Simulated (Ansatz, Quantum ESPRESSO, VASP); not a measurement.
One structure in several programs: ScF3 (R-3c, 8 atoms in the cell)

Self-consistent single point, at a second geometry (lattice scaled by 0.98). First geometry:

```
CELL_PARAMETERS angstrom
      2.85141     1.64626     4.65336
     -2.85141     1.64626     4.65336
      0.00000    -3.29252     4.65336
ATOMIC_POSITIONS crystal
  Sc 0.50000 0.50000 0.50000
  Sc 0.00000 0.00000 0.00000
  F  0.72658 0.25000 0.77342
  F  0.27342 0.75000 0.22658
  F  0.77342 0.72658 0.25000
  F  0.22658 0.27342 0.75000
  F  0.25000 0.77342 0.72658
  F  0.75000 0.22658 0.27342
```

Shared settings, as Ansatz (a quantum-chemistry and plane-wave program) writes them: kpoints.mp_grid.grid = 5 5 5; scf.occupations.method = fixed. Potentials and cutoffs stand in the table.

```json
[
 {"code": "VASP", "model": "PBEsol, VASP's PBE PAW potentials (set 64)", "ΔF from the first geometry (meV/atom)": "13.1", "pressure (GPa)": "-3.12", "largest force (eV/Å)": "0.064", "gap on the mesh (eV)": "6.523", "cutoff": "400 eV"},
 {"code": "Ansatz", "model": "PBEsol, PAW files made with PBE", "ΔF from the first geometry (meV/atom)": "10.1", "pressure (GPa)": "4.66", "largest force (eV/Å)": "0.055", "gap on the mesh (eV)": "6.524", "cutoff": "default"},
 {"code": "Quantum ESPRESSO", "model": "PBEsol, PseudoDojo standard norm-conserving (PBESOL) pseudopotentials", "ΔF from the first geometry (meV/atom)": "8.1", "pressure (GPa)": "4.64", "largest force (eV/Å)": "0.050", "gap on the mesh (eV)": "6.544", "cutoff": "85 Ry"}
]
```

For VASP (by 8.5 GPa) the energy change implies a higher mean pressure, against the two pressures, than for the other programs: a sign of finite-basis (Pulay) stress.

Gaps are read on the mesh.

The spread over the programs that give each value: ΔF from the first geometry within 5.0 meV/atom; pressure within 7.78 GPa; largest force within 0.014 eV/Å; gap on the mesh within 0.021 eV.

Ansatz's pressure is given at a fixed set of plane waves, as the other plane-wave codes print theirs; with its correction for the finite basis it is 5.00 GPa (the shift of 0.34 GPa shows how far the cutoff is from converged). In the pressure, VASP (by 7.76) lies more than 1 GPa from the median of the plane-wave programs.

VASP's run is marked for a possible Pulay error in its stress at this cutoff; no cutoff test was made.

VASP ran the fixed occupations as a Gaussian smearing of 0.01 eV.

The starting cell comes from a database of computed structures (which also holds hypothetical and non-ambient phases and stackings), without a prior relaxation at this level. For this run, on top of that: lattice scaled by 0.98.

Left out of this page: GPAW, CP2K, FLEUR and SIESTA (not drawn, or without a comparable value); Elk (unsound by tests on forces, stress, charge or solver warnings).

Keys are those of Ansatz 0.2.
